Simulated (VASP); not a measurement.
# HPbNO4 (P1) in VASP: equation of state

How stiff is HPbNO4 in PBE, and what volume does it want? The cell is scaled to several volumes.

All numbers are computed with VASP 6.6.1; they aren't measurements. Logs are shortened: lines on timing, memory, paths and dates and some standing lists are left out, and cuts for length are marked.

### Step 1. The crystal as given

The typed cell holds 7 atoms: a = 3.858 Å, b = 5.535 Å, c = 6.055 Å, α = 106.62°, β = 93.97°, γ = 90.45°.

The cell was built by a generator and needn't be a form met in nature.

### Step 2. Equation of state, PBE, 16.59 Å³/atom (volume scaled by 0.94)

Input file INCAR:

```
SYSTEM = HPbNO4
ALGO = Normal
EDIFF = 1E-7
ENCUT = 520
GGA = PE
ISIF = 2
ISMEAR = -1
KPAR = 4
LASPH = .TRUE.
LCHARG = .FALSE.
LREAL = .FALSE.
LWAVE = .FALSE.
NBANDS = 31
NELM = 60
PREC = Accurate
SIGMA = 0.05
```

Input file KPOINTS:

```
k-points
0
G
  7 5 5
  0 0 0
```

Input file POSCAR:

```
HPbNO4
1.0
    3.7753640464      0.1409036659      0.0882803001
   -0.2480312027      5.4141528311      0.1613476280
   -0.4721311168     -1.8878583487      5.6034774384
H Pb N O
1 1 1 4
Direct
    0.1091300000      0.6571800000      0.5446300000
    0.6102900000      0.5212700000      0.1510000000
    0.9158000000      0.9626300000      0.9586700000
    0.0138400000      0.1363900000      0.8808400000
    0.7239800000      0.0105700000      0.1285800000
    0.0038900000      0.7373200000      0.8704300000
    0.1192700000      0.5932400000      0.3765100000
```

Potentials or basis: VASP PAW PBE potentials, release 64 (H, Pb_d, N, O).

Launch:

```bash
cat potpaw_PBE.64/H/POTCAR potpaw_PBE.64/Pb_d/POTCAR potpaw_PBE.64/N/POTCAR potpaw_PBE.64/O/POTCAR > POTCAR
mpirun -np 4 vasp_std > vasp.out
```

OUTCAR:

```text
SYSTEM = HPbNO4
   EDIFF = 1E-7
   ENCUT = 520
   GGA = PE
   ISIF = 2
   ISMEAR = -1
   LASPH = .TRUE.
   LREAL = .FALSE.
   NELM = 60
   PREC = Accurate

 Found     88 irreducible k-points:

 Following reciprocal coordinates:
            Coordinates               Weight
  0.000000  0.000000  0.000000      1.000000
  0.142857  0.000000 -0.000000      2.000000
  0.285714 -0.000000  0.000000      2.000000
  0.428571  0.000000  0.000000      2.000000
  0.000000  0.200000 -0.000000      2.000000
  0.142857  0.200000  0.000000      2.000000
   k-points           NKPTS =     88   k-points in BZ     NKDIM =     88   number of bands    NBANDS=     31
   number of dos      NEDOS =    301   number of ions     NIONS =      7
   total plane-waves  NPLWV =  53760
   dimension x,y,z NGX =    28 NGY =   40 NGZ =   48
   dimension x,y,z NGXF=    56 NGYF=   80 NGZF=   96
   ions per type =               1   1   1   4
   NGX,Y,Z   is equivalent  to a cutoff of  12.32, 12.26, 13.45 a.u.
   NGXF,Y,Z  is equivalent  to a cutoff of  24.64, 24.53, 26.91 a.u.
 SYSTEM =  HPbNO4
   PREC   = accura    normal or accurate (medium, high low for compatibility)
   ISTART =      0    job   : 0-new  1-cont  2-samecut
   ICHARG =      2    charge: 1-file 2-atom 10-const
   ISPIN  =      1    spin polarized calculation?
   LNONCOLLINEAR =      F non collinear calculations
   LSORBIT =      F    spin-orbit coupling
   LASPH  =      T    aspherical Exc in radial PAW
   ENCUT  =  520.0 eV  38.22 Ry    6.18 a.u.   7.03 10.08 11.03*2*pi/ulx,y,z
   NELM   =     60;   NELMIN=  2; NELMDL= -5     # of ELM steps
   EDIFF  = 0.1E-06   stopping-criterion for ELM
   LREAL  =      F    real-space projection
   EDIFFG = 0.1E-05   stopping-criterion for IOM
   NSW    =      0    number of steps for IOM
   IBRION =     -1    ionic relax: 0-MD 1-quasi-New 2-CG
   NFREE  =      0    steps in history (QN), initial steepest desc. (CG)
   ISIF   =      2    stress and relaxation
   ISYM   =      2    0-nonsym 1-usesym 2-fastsym
   POTIM  = 0.5000    time-step for ionic-motion
   TEBEG  =    0.0;   TEEND  =   0.0 temperature during run
   PSTRESS=    0.0 pullay stress
   NELECT =      44.0000    total number of electrons
   NUPDOWN=      -1.0000    fix difference up-down
   EMIN   =  10.00;   EMAX   =-10.00  energy-range for DOS
   EFERMI =   0.00;   METHOD = LEGACY
   ISMEAR =    -1;   SIGMA  =   0.05  broadening in eV -4-tet -1-fermi 0-gaus
   EFERMI_NEDOS =   21; number of points for ismear=-14 and -15
   IALGO  =     38    algorithm
   IMIX   =      4    mixing-type and parameters
     AMIX     =   0.40;   BMIX     =  1.00
     AMIX_MAG =   1.60;   BMIX_MAG =  1.00
  volume/ion in A,a.u.               =      16.59       111.96
  Fermi-wavevector in a.u.,A,eV,Ry     =   1.184584  2.238539 19.092231  1.403239
  Thomas-Fermi vector in A             =   2.320795
   LORBIT       =      0    0 simple, 1 ext, 2 COOP (PROOUT), +10 PAW based schemes
   GGA     = PE    functional components
   LHFCALC =     F    Hartree Fock is set to
   AEXX    =    0.0000 exact exchange contribution
   IVDW    =     0    specifies the selected vdW correction
   LEPSILON=     F    determine dielectric tensor
   LRPA    =     F    only Hartree local field effects (RPA)
 non-spin polarized calculation
  energy-cutoff  :      520.00
  volume of cell :      116.14
 maximum number of plane-waves:      3156
   NGX = 15   NGY = 21   NGZ = 23

 number of electron      44.0000005 magnetization

 Free energy of the ion-electron system (eV)
  ---------------------------------------------------
  ext. energy  EPLUGINS =         0.00000000
  ---------------------------------------------------
  free energy    TOTEN  =       -40.24740666 eV

  energy without entropy =      -40.24740666  energy(sigma->0) =      -40.24740666

 E-fermi :   0.9953     XC(G=0):  -7.7971

 val. band max:       -0.1789762160   @ k =  -0.4286  -0.4000   0.4000
 cond. band min:       3.0183165530   @ k =   0.4286   0.0000   0.4000
 fundamental gap:      3.1972927690
 Fermi energy:         0.9952809673

 k-point     1 :       0.0000    0.0000    0.0000
  band No.  band energies     occupation
      1     -26.7823      2.00000
      2     -21.1364      2.00000
      3     -20.8847      2.00000
      4     -18.1383      2.00000
      5     -15.2148      2.00000
      6     -15.1964      2.00000
[... 23 lines left out ...]
     30      10.2117      0.00000
     31      10.8011      0.00000

 k-point     2 :       0.1429    0.0000   -0.0000
  band No.  band energies     occupation
      1     -26.7744      2.00000
      2     -21.1339      2.00000
      3     -20.8947      2.00000
      4     -18.1353      2.00000
      5     -15.2148      2.00000
      6     -15.2137      2.00000
[... 23 lines left out ...]
     30      10.2651      0.00000
     31      10.9461      0.00000

 k-point     3 :       0.2857   -0.0000    0.0000
  band No.  band energies     occupation
      1     -26.7568      2.00000
      2     -21.1288      2.00000
      3     -20.9167      2.00000
      4     -18.1306      2.00000
      5     -15.2280      2.00000
      6     -15.2146      2.00000
[... 23 lines left out ...]
     30      10.4981      0.00000
     31      11.1429      0.00000

 k-point     4 :       0.4286    0.0000    0.0000
  band No.  band energies     occupation
      1     -26.7426      2.00000
      2     -21.1254      2.00000
      3     -20.9340      2.00000
      4     -18.1287      2.00000
      5     -15.2285      2.00000
      6     -15.2141      2.00000
[... 23 lines left out ...]
     30      10.6813      0.00000
     31      11.0783      0.00000

 k-point     5 :       0.0000    0.2000   -0.0000
  band No.  band energies     occupation
      1     -26.7809      2.00000
      2     -21.1433      2.00000
      3     -20.8822      2.00000
      4     -18.1367      2.00000
      5     -15.2190      2.00000
      6     -15.1984      2.00000
[... 23 lines left out ...]
     30      10.5531      0.00000
     31      11.1228      0.00000

 k-point     6 :       0.1429    0.2000    0.0000
  band No.  band energies     occupation
      1     -26.7732      2.00000
      2     -21.1407      2.00000
      3     -20.8919      2.00000
      4     -18.1341      2.00000
      5     -15.2219      2.00000
      6     -15.2158      2.00000
[... 23 lines left out ...]
     30      10.5934      0.00000
     31      11.3778      0.00000

 [... further k-points ...]

------------------------ aborting loop because EDIFF is reached ----------------------------------------

  FORCE on cell =-STRESS in cart. coord.  units (eV):
  Direction    XX          YY          ZZ          XY          YZ          ZX
  --------------------------------------------------------------------------------------
  -------------------------------------------------------------------------------------
  Total        3.4703223      5.2566590      4.3978820      0.1397368      0.0519237     -2.1738801
  in kB       47.8741259     72.5171708     60.6700876      1.9277100      0.7163035    -29.9893211
  external PRESSURE =      60.3537948 kB  Pullay stress =       0.0000000 kB

 VOLUME and BASIS-vectors are now :
 -----------------------------------------------------------------------------
  energy-cutoff  :      520.00
  volume of cell :      116.14
      direct lattice vectors                 reciprocal lattice vectors
     3.775364046  0.140903666  0.088280300     0.263844035  0.011311064  0.026041448
    -0.248031203  5.414152831  0.161347628    -0.008233307  0.182512131  0.060796149
    -0.472131117 -1.887858349  5.603477438    -0.003919674 -0.005433491  0.176299762

 POSITION                                       TOTAL-FORCE (eV/Angst)
 -----------------------------------------------------------------------------------
     -0.00813      2.54527      3.16749        -0.137260      0.011340      1.087403
      2.10348      2.62316      0.98411        -0.195923     -0.011467     -0.415426
      2.76610      3.53103      5.60805        -0.047795     -0.131122      0.036596
     -0.39745     -0.92251      4.95900         0.739433      2.063502     -0.833100
      2.66996     -0.08350      0.78611        -1.356381     -0.138025      1.633271
     -0.57915      2.34926      4.99674         0.780980     -1.768472     -0.943133
      0.12538      2.51790      2.21601         0.216946     -0.025756     -0.565609
 -----------------------------------------------------------------------------------
    total drift:                               -0.000735     -0.000081     -0.000601

  FREE ENERGIE OF THE ION-ELECTRON SYSTEM (eV)
  ---------------------------------------------------
  free  energy   TOTEN  =       -40.2474066639 eV

  energy  without entropy=      -40.2474066639  energy(sigma->0) =      -40.24740666
```

stdout:

```text
POSCAR found type information on POSCAR H PbN O
 POSCAR found :  4 types and       7 ions
 scaLAPACK will be used
 LDA part: xc-table for (Slater+PW92), standard interpolation
 POSCAR, INCAR and KPOINTS ok, starting setup
 FFT: planning ... GRIDC
 FFT: planning ... GRID_SOFT
 FFT: planning ... GRID
 WAVECAR not read
 entering main loop
```

It took 52 s on 4 MPI ranks of Intel Xeon 6975P-C (Granite Rapids), shared host; peak memory 0.42 GiB.

What came out:

```yaml
Free_energy: -40.2474 eV
Pressure: 6.0 GPa
Largest_force: 2.345 eV/Å
Band_gap_on_the_k_mesh: 3.20 eV, indirect (least direct gap 3.28 eV)
```

Caveat: the standard files for N, O and F lose accuracy on very short bonds; spin-orbit coupling is left out, which as a rule narrows the gap of such compounds by several tenths of an eV; an odd mesh through Γ misses points on the zone boundary, where band edges often lie; forces of over 1 eV/Å show positions far from the minimum, so gaps and moduli don't describe the material at rest.

(Part 1 of 2 ends here.)
